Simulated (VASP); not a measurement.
An input for Quantum ESPRESSO's pw.x (written as the equivalent of a VASP run, and not itself run):

```
&CONTROL
  calculation = 'vc-relax'
  pseudo_dir = './pseudo'
  outdir = './out'
  tprnfor = .true.
  tstress = .true.
  nstep = 40
  forc_conv_thr = 0.00078
/
&SYSTEM
  ibrav = 0
  nat = 4
  ntyp = 2
  ecutwfc = 92
  occupations = 'smearing'
  smearing = 'methfessel-paxton'
  degauss = 0.00735
  input_dft = 'pbesol'
/
&ELECTRONS
  conv_thr = 7.3e-08
  electron_maxstep = 100
/
&IONS
/
&CELL
  press = 200
/
ATOMIC_SPECIES
  Cu 63.546 Cu.upf
  F 18.998 F.upf
CELL_PARAMETERS angstrom
     2.5484617    0.0000000    0.0000000
    -1.2742308    2.2070324   -0.0000000
     0.0000000   -0.0000000    6.4284366
ATOMIC_POSITIONS crystal
  Cu   0.0000000  0.0000000  0.0000000
  Cu   0.0000000  0.0000000  0.5000000
  F    0.3333330  0.6666670  0.2500000
  F    0.6666670  0.3333330  0.7500000
K_POINTS automatic
  14 14 5 0 0 0
```

**Question.** Translate this input to VASP (INCAR, KPOINTS, POSCAR, choice of POTCAR).

**Answer.** One answer among several that fit: 
### KPOINTS
```
Automatic mesh
0
Gamma
14 14 5
0 0 0
```

**INCAR**
```
LASPH = T
SYSTEM = CuF
NELM = 100   ! most electronic steps
NSW = 40
ISMEAR = 1
SIGMA = 0.1   ! width (eV)
LCHARG = F
ISIF = 3   ! ions, shape and volume
PREC = Accurate
EDIFF = 1E-6   ! SCF stop (eV)
ALGO = Normal
LREAL = F
PSTRESS = 200   ! kbar
IBRION = 2   ! conjugate gradients
GGA = PS
LMAXMIX = 4
LWAVE = F
ENCUT = 620
EDIFFG = -0.02   ! ionic stop
```

### POSCAR
```
CuF
1
    2.5484616972     0.0000000003     0.0000000000
   -1.2742308483     2.2070324194    -0.0000000000
    0.0000000000    -0.0000000000     6.4284366085
Cu F
2 2
Direct
  0.0000000000   0.0000000000   0.0000000000
  0.0000000000   0.0000000000   0.5000000000
  0.3333330000   0.6666670000   0.2500000000
  0.6666670000   0.3333330000   0.7500000000
```

POTCAR, in this order: Cu F (PBE.64 set). Program: vasp_std.

The two are equivalent in intent, not identical: the potentials are each code's own (VASP's PAW set, PseudoDojo norm-conserving files in pw.x), so ENCUT and ecutwfc are chosen apart and not converted; conv_thr bounds pw.x's estimated SCF error, while EDIFF bounds the energy change between steps; forc_conv_thr acts on force components and is met together with etot_conv_thr.

The structure was generated: CuF was put into the NiAs type type (P6_3/mmc), which need not be its known phase. It was relaxed first under an external pressure of 20 GPa.
